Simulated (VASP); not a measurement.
Given:

```xyz
3
Lattice="4.5717 0.0000 0.0000 -2.2858 3.9592 0.0000 0.0000 0.0000 2.6283" Properties=species:S:1:pos:R:3 pbc="T T T"
Mo     0.0000     0.0000     0.0000
Ge     0.0000     2.6395     1.3141
Ge     2.2858     1.3197     1.3141
```

Level of theory: r2SCAN meta-GGA, VASP's PBE PAW potentials (set 64) (plane waves; VASP). Run with 400 eV cut-off, 9×9×13 Γ-centred mesh, tetrahedra with Blöchl corrections, potentials Mo_sv Ge_d.

Give the energies of bands 16 to 24 at the high-symmetry points, in eV from the Fermi level.

| band | Γ | M | K | A | L | H |
|---|---|---|---|---|---|---|
| 16 | -7.11 | -11.61 | -12.01 | -7.59 | -6.66 | -8.33 |
| 17 | -6.11 | -5.72 | -7.76 | -4.00 | -5.57 | -5.24 |
| 18 | -6.11 | -5.37 | -3.83 | -4.00 | -5.24 | -5.24 |
| 19 | -4.21 | -3.29 | -2.48 | -1.59 | -5.19 | -3.37 |
| 20 | -0.99 | -2.25 | -2.48 | -1.47 | -0.32 | -1.20 |
| 21 | -0.99 | 0.99 | 1.65 | -1.23 | -0.29 | -1.20 |
| 22 | 1.85 | 1.52 | 1.65 | -1.23 | -0.12 | -0.68 |
| 23 | 1.85 | 1.82 | 2.59 | -1.16 | 0.47 | 0.45 |
| 24 | 2.76 | 3.01 | 2.59 | -1.16 | 1.97 | 0.45 |

It has no gap at this level: it comes out as a metal or semimetal.

The structure was generated: Ge2Mo was put into the AlB2 type (P6/mmm), which need not be its known phase. It was relaxed first, which changed the volume by -44 %.
